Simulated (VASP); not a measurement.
Here is the system:

```xyz
1
Lattice="0.0000 1.8065 1.8065 1.8065 0.0000 1.8065 1.8065 1.8065 0.0000" Properties=species:S:1:pos:R:3 pbc="T T T"
Cu     0.0000     0.0000     0.0000
```

These are r2SCAN+rVV10, VASP's PBE PAW potentials (set 64) (plane waves; VASP) values and carry that method's errors. Numerical set-up: 400 eV cut-off, 16×16×16 Γ-centred mesh, first-order Methfessel-Paxton smearing of 0.10 eV, potentials Cu.

Energy and stress use the plane-wave basis of the starting cell.

Question: The ions, cell shape and volume are relaxed. What does this cell relax into?

Answer: 
```xyz
1
Lattice="0.0000 1.7821 1.7821 1.7821 0.0000 1.7821 1.7821 1.7821 0.0000" Properties=species:S:1:pos:R:3 pbc="T T T"
Cu     0.0000     1.7821     1.7821
```
Space group Fm-3m (225), at a tolerance of 0.03 Å.

Question: How do energy and volume change from the first to the last step?

Answer: The energy (σ→0) changes by -10.0 meV/atom and the volume by -4.0 %, in 3 ionic steps.

| step | E(σ→0) (eV) | max force (eV/Å) | pressure (GPa) | volume (Å³) |
|---|---|---|---|---|
| 1 | -10.5302 | 0.000 | -6.54 | 11.79 |
| 2 | -10.5349 | 0.000 | 5.35 | 10.99 |
| 3 | -10.5402 | 0.000 | -0.06 | 11.32 |

The structure comes from a measured Cu entry (Fm-3m) of the Crystallography Open Database, whose conditions weren't checked. This run relaxes it. Symmetry was kept, so distortions that lower it aren't found.
